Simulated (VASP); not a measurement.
# LaCo (I2_13) in VASP: equation of state, part 2 of 2

VASP 6.6.1.

## 3. Equation of state, PBE, collinear spin, ferromagnetic start, 20.28 Å³/atom (volume scaled by 0.96)

Contents of INCAR:

```
SYSTEM = LaCo
PREC = Accurate
ENCUT = 520
EDIFF = 1E-7
ISMEAR = -1
SIGMA = 0.05
LREAL = .FALSE.
LASPH = .TRUE.
NELM = 150
ALGO = Normal
ISIF = 2
LWAVE = .FALSE.
LCHARG = .FALSE.
ISPIN = 2
MAGMOM = 0 0 0 0 2 2 2 2
LORBIT = 11
LMAXMIX = 6
GGA = PE
NBANDS = 54
```

Contents of KPOINTS:

```
Automatic mesh
0
G
  6 6 6
  0 0 0
```

Contents of POSCAR:

```
LaCo
1.0
   -3.4360351753      3.4360351753      3.4360351753
    3.4360351753     -3.4360351753      3.4360351753
    3.4360351753      3.4360351753     -3.4360351753
La Co
4 4
Direct
    0.5000000000      0.0000000000      0.0189750000
    0.0000000000      0.0189750000      0.5000000000
    0.0189750000      0.5000000000      0.0000000000
    0.4810250000      0.4810250000      0.4810250000
    0.5000000000      0.0000000000      0.5840200000
    0.0000000000      0.5840200000      0.5000000000
    0.5840200000      0.5000000000      0.0000000000
    0.9159800000      0.9159800000      0.9159800000
```

Potentials or basis: VASP PAW PBE potentials, release 64 (La, Co).

Launch:

```console
$ cat potpaw_PBE.64/La/POTCAR potpaw_PBE.64/Co/POTCAR > POTCAR
$ mpirun -np 1 vasp_std > vasp.out
```

OUTCAR:

```text
SYSTEM = LaCo
   PREC = Accurate
   ENCUT = 520
   EDIFF = 1E-7
   ISMEAR = -1
   LREAL = .FALSE.
   LASPH = .TRUE.
   NELM = 150
   ISIF = 2
   ISPIN = 2
   LORBIT = 11
   GGA = PE

 Found     18 irreducible k-points:

 Following reciprocal coordinates:
            Coordinates               Weight
  0.000000  0.000000  0.000000      1.000000
  0.166667  0.000000  0.000000     12.000000
  0.333333  0.000000  0.000000     12.000000
  0.500000  0.000000  0.000000      6.000000
  0.166667  0.166667  0.000000     24.000000
  0.333333  0.166667  0.000000     24.000000
   k-points           NKPTS =     18   k-points in BZ     NKDIM =     18   number of bands    NBANDS=     54
[... 750 lines left out ...]
  in kB       32.6499011     32.6499011     32.6499011     -0.0000000      0.0000000      0.0000000
  external PRESSURE =      32.6499011 kB  Pullay stress =       0.0000000 kB

 VOLUME and BASIS-vectors are now :
 -----------------------------------------------------------------------------
  energy-cutoff  :      520.00
  volume of cell :      162.27
      direct lattice vectors                 reciprocal lattice vectors
    -3.436035175  3.436035175  3.436035175     0.000000000  0.145516555  0.145516555
     3.436035175 -3.436035175  3.436035175     0.145516555  0.000000000  0.145516555
     3.436035175  3.436035175 -3.436035175     0.145516555  0.145516555  0.000000000

 POSITION                                       TOTAL-FORCE (eV/Angst)
 -----------------------------------------------------------------------------------
     -1.65282      1.78322      1.65282         0.046239      0.046239     -0.046239
      1.78322      1.65282     -1.65282         0.046239     -0.046239      0.046239
      1.65282     -1.65282      1.78322        -0.046239      0.046239      0.046239
      1.65282      1.65282      1.65282        -0.046239     -0.046239     -0.046239
      0.28870      3.72473     -0.28870        -0.099717     -0.099717      0.099717
      3.72473     -0.28870      0.28870        -0.099717      0.099717     -0.099717
     -0.28870      0.28870      3.72473         0.099717     -0.099717     -0.099717
      3.14734      3.14734      3.14734         0.099717      0.099717      0.099717
 -----------------------------------------------------------------------------------
    total drift:                               -0.000001     -0.000001     -0.000001

  FREE ENERGIE OF THE ION-ELECTRON SYSTEM (eV)
  ---------------------------------------------------
  free  energy   TOTEN  =       -47.0368918061 eV

  energy  without entropy=      -46.9683946208  energy(sigma->0) =      -47.00264321

 total charge

# of ion       s       p       d       f       tot
--------------------------------------------------
    1        2.061   5.550   1.009   0.224   8.845
    2        2.061   5.550   1.009   0.224   8.845
    3        2.061   5.550   1.009   0.224   8.845
    4        2.061   5.550   1.009   0.224   8.845
    5        0.513   0.242   7.453   0.000   8.207
    6        0.513   0.242   7.453   0.000   8.207
    7        0.513   0.242   7.453   0.000   8.207
    8        0.513   0.242   7.453   0.000   8.207
--------------------------------------------------
tot         10.297  23.169  33.847   0.897  68.210

 magnetization (x)

# of ion       s       p       d       f       tot
--------------------------------------------------
    1       -0.003  -0.001  -0.042  -0.011  -0.057
    2       -0.003  -0.001  -0.042  -0.011  -0.057
    3       -0.003  -0.001  -0.042  -0.011  -0.057
    4       -0.003  -0.001  -0.042  -0.011  -0.057
    5        0.009  -0.008   0.319   0.000   0.321
    6        0.009  -0.008   0.319   0.000   0.321
    7        0.009  -0.008   0.319   0.000   0.321
    8        0.009  -0.008   0.319   0.000   0.321
--------------------------------------------------
tot          0.024  -0.035   1.111  -0.043   1.057
```

OSZICAR:

```text
N       E                     dE             d eps       ncg     rms          rms(c)
DAV:   1     0.872532760030E+03    0.87253E+03   -0.26972E+04  3888   0.224E+03
DAV:   2     0.184512712157E+03   -0.68802E+03   -0.64961E+03  4704   0.399E+02
DAV:   3    -0.130450320436E+02   -0.19756E+03   -0.18838E+03  5856   0.237E+02
[... 13 lines left out ...]
DAV:  17    -0.470368906539E+02   -0.19264E-04   -0.20105E-04  7064   0.792E-02    0.420E-02
DAV:  18    -0.470368901018E+02    0.55210E-06   -0.53991E-05  7704   0.409E-02    0.222E-02
DAV:  19    -0.470368915866E+02   -0.14848E-05   -0.11023E-05  7032   0.201E-02    0.186E-02
DAV:  20    -0.470368915070E+02    0.79588E-07   -0.84721E-06  6024   0.184E-02    0.122E-02
DAV:  21    -0.470368917465E+02   -0.23947E-06   -0.20254E-06  5800   0.101E-02    0.509E-03
DAV:  22    -0.470368918061E+02   -0.59631E-07   -0.93567E-08  2672   0.381E-03
   1 F= -.47036892E+02 E0= -.47002643E+02  d E =-.684972E-01  mag=     0.8655
```

It took 9.2 min on 1 thread of AMD EPYC 9R45 (Zen 5), shared host; peak memory 0.53 GiB.

What came out:

```
Free energy                                           : -47.0369 eV
Pressure                                              : 3.3 GPa
Largest force                                         : 0.173 eV/Å
Band gap on the k mesh                                : none (metal or under the smearing width)
Net moment                                            : 0.87 μB per cell
Site moments                                          : La -0.06; Co +0.32 μB
Valence electrons inside the program's atomic spheres : La 8.85; Co 8.21
```

## 4. Equation of state, PBE, collinear spin, ferromagnetic start, 20.71 Å³/atom (volume scaled by 0.98)

Contents of INCAR:

```
  ALGO = Normal
  EDIFF = 1E-7
  ENCUT = 520
  GGA = PE
  ISIF = 2
  ISMEAR = -1
  ISPIN = 2
  LASPH = T
  LCHARG = F
  LMAXMIX = 6
  LORBIT = 11
  LREAL = F
  LWAVE = F
  MAGMOM = 0 0 0 0 2 2 2 2
  NBANDS = 54
  NELM = 150
  PREC = Accurate
  SIGMA = 0.05
```

Contents of KPOINTS:

```
k-points
0
Gamma
  6 6 6
```

Edit POSCAR of step 3 so:

```diff
@@ -2,5 +2,5 @@
 1.0
-   -3.4360351753      3.4360351753      3.4360351753
-    3.4360351753     -3.4360351753      3.4360351753
-    3.4360351753      3.4360351753     -3.4360351753
+   -3.4597327184      3.4597327184      3.4597327184
+    3.4597327184     -3.4597327184      3.4597327184
+    3.4597327184      3.4597327184     -3.4597327184
 La Co
```

Launch:

```console
$ cat potpaw_PBE.64/La/POTCAR potpaw_PBE.64/Co/POTCAR > POTCAR
$ mpirun -np 1 vasp_std > vasp.out
```

It took 9.1 min on 1 thread of AMD EPYC 9R45 (Zen 5), shared host; peak memory 0.52 GiB.

The run converged. Its results:

```yaml
Free_energy: -47.0902 eV
Pressure: 1.8 GPa
Largest_force: 0.152 eV/Å
Band_gap_on_the_k_mesh: none (metal or under the smearing width)
Net_moment: 0.97 μB per cell
Site_moments: La -0.07; Co +0.37 μB
Valence_electrons_inside_the_program's_atomic_spheres: La 8.82; Co 8.18
```

## 5. Equation of state, PBE, collinear spin, ferromagnetic start, 21.55 Å³/atom (volume scaled by 1.02)

Contents of INCAR:

```
SYSTEM = LaCo
PREC = Accurate ; ENCUT = 520
EDIFF = 1E-7 ; ISMEAR = -1
SIGMA = 0.05 ; LREAL = .FALSE.
LASPH = .TRUE. ; NELM = 150
ALGO = Normal ; ISIF = 2
LWAVE = .FALSE. ; LCHARG = .FALSE.
ISPIN = 2 ; MAGMOM = 0 0 0 0 2 2 2 2
LORBIT = 11 ; LMAXMIX = 6
GGA = PE ; NBANDS = 54
```

Contents of KPOINTS:

```
regular mesh
0
G
  6 6 6
  0 0 0
```

Edit POSCAR of step 4 so:

```diff
@@ -2,5 +2,5 @@
 1.0
-   -3.4597327184      3.4597327184      3.4597327184
-    3.4597327184     -3.4597327184      3.4597327184
-    3.4597327184      3.4597327184     -3.4597327184
+   -3.5061776259      3.5061776259      3.5061776259
+    3.5061776259     -3.5061776259      3.5061776259
+    3.5061776259      3.5061776259     -3.5061776259
 La Co
```

Launch:

```console
$ cat potpaw_PBE.64/La/POTCAR potpaw_PBE.64/Co/POTCAR > POTCAR
$ mpirun -np 1 vasp_std > vasp.out
```

Wall time 9.8 min (1 thread of AMD EPYC 9R45 (Zen 5), shared host); peak memory 0.52 GiB.

Results (log left out):

| Quantity | Value |
| --- | --- |
| Free energy | -47.1098 eV |
| Pressure | -0.8 GPa |
| Largest force | 0.175 eV/Å |
| Band gap on the k mesh | none (metal or under the smearing width) |
| Net moment | 1.19 μB per cell |
| Site moments | La -0.10; Co +0.49 μB |
| Valence electrons inside the program's atomic spheres | La 8.76; Co 8.14 |

## 6. Equation of state, PBE, collinear spin, ferromagnetic start, 21.97 Å³/atom (volume scaled by 1.04)

Contents of INCAR:

```
SYSTEM = LaCo
PREC = Accurate
ENCUT = 520
EDIFF = 1E-7
ISMEAR = -1
SIGMA = 0.05
LREAL = .False.
LASPH = .True.
NELM = 120
ALGO = Normal
ISIF = 2
LWAVE = .False.
LCHARG = .False.
ISPIN = 2
MAGMOM = 0 0 0 0 2 2 2 2
LORBIT = 11
LMAXMIX = 6
GGA = PE
NBANDS = 54
```

Contents of KPOINTS:

```
regular mesh
0
Gamma
  6 6 6
  0 0 0
```

Edit POSCAR of step 5 so:

```diff
@@ -2,5 +2,5 @@
 1.0
-   -3.5061776259      3.5061776259      3.5061776259
-    3.5061776259     -3.5061776259      3.5061776259
-    3.5061776259      3.5061776259     -3.5061776259
+   -3.5289456510      3.5289456510      3.5289456510
+    3.5289456510     -3.5289456510      3.5289456510
+    3.5289456510      3.5289456510     -3.5289456510
 La Co
```

Potentials or basis: VASP PAW PBE potentials, release 64 (La, Co).

Launch:

```console
$ cat potpaw_PBE.64/La/POTCAR potpaw_PBE.64/Co/POTCAR > POTCAR
$ mpirun -np 1 vasp_std > vasp.out
```

Wall time 11 min (1 thread of AMD EPYC 9R45 (Zen 5), shared host); peak memory 0.52 GiB.

It converged, with:

* Free energy: -47.0824 eV
* Pressure: -1.8 GPa
* Largest force: 0.245 eV/Å
* Band gap on the k mesh: none (metal or under the smearing width)
* Net moment: 1.32 μB per cell
* Site moments: La -0.11; Co +0.55 μB
* Valence electrons inside the program's atomic spheres: La 8.74; Co 8.11

## 7. Equation of state, PBE, collinear spin, ferromagnetic start

Potentials or basis: VASP PAW PBE potentials, release 64 (La, Co).

This step only gathers the single runs of the series.

Results:

```yaml
Equilibrium_volume: 21.28 Å³/atom
Bulk_modulus_at_fixed_shape_and_positions: 61 GPa
Pressure_derivative_of_the_bulk_modulus: 5.0
```

Energy against volume, from the lowest point:
| volume (Å³/atom) | energy (meV/atom) |
| --- | --- |
| 19.861 | 20.48 |
| 20.283 | 9.57 |
| 20.706 | 2.90 |
| 21.129 | 0.00 |
| 21.551 | 0.45 |
| 21.974 | 3.87 |

Caveat: the cell was scaled at fixed shape and fractional positions, which overstates the stiffness of a crystal with free parameters, most of all of layers and chains. The run has no spin-orbit coupling, so splittings on La are missing.
